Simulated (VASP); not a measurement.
**LiY: single point with PBE**

LiY:

```
Li Y
1.0
     3.69394    0.00000    0.00000
    -1.84697    3.19905    0.00000
     0.00000    0.00000    6.06525
Li Y
2 2
Cartesian
  0.0000 2.1327 0.0000
  1.8470 1.0663 3.0326
  0.0000 2.1327 2.3351
  1.8470 1.0663 5.3677
```

The cell was built by a generator and needn't be a form met in nature.

```yaml
Program: VASP 6.6.1
Task: single point
Functional: PBE
Potentials_or_basis: VASP PAW PBE potentials, release 64 (Li_sv, Y_sv)
Cutoff: 520 eV
k_mesh: 8 × 8 × 5
Occupations: fermi-dirac, width 0.05 eV
Spin: no spin polarisation
Further_INCAR_settings: ALGO = Normal; EDIFF = 1e-07; NBANDS = 22
```

The largest force is 0.470 eV/Å and the band gap on the k mesh is none (metal or under the smearing width).

Forces on the atoms (eV/Å):
```
Li   0.000  0.000  0.470
Li   0.000  0.000  0.470
Y    0.000  0.000 -0.470
Y    0.000  0.000 -0.470
```

Levels at points of the mesh, in eV from the Fermi level:
```tsv
k point	band 12	band 13	band 14	band 15	band 16	band 17
(0.00, 0.00, 0.00)	-2.13	-0.04	-0.04	-0.03	-0.01	0.47
(0.50, 0.00, 0.00)	-2.04	-1.03	-0.36	0.27	0.80	0.96
```

Wall time 55 s on 1 thread of Intel(R) Xeon(R) Platinum 8488C (Sapphire Rapids) (shared host), peak memory 0.21 GiB.
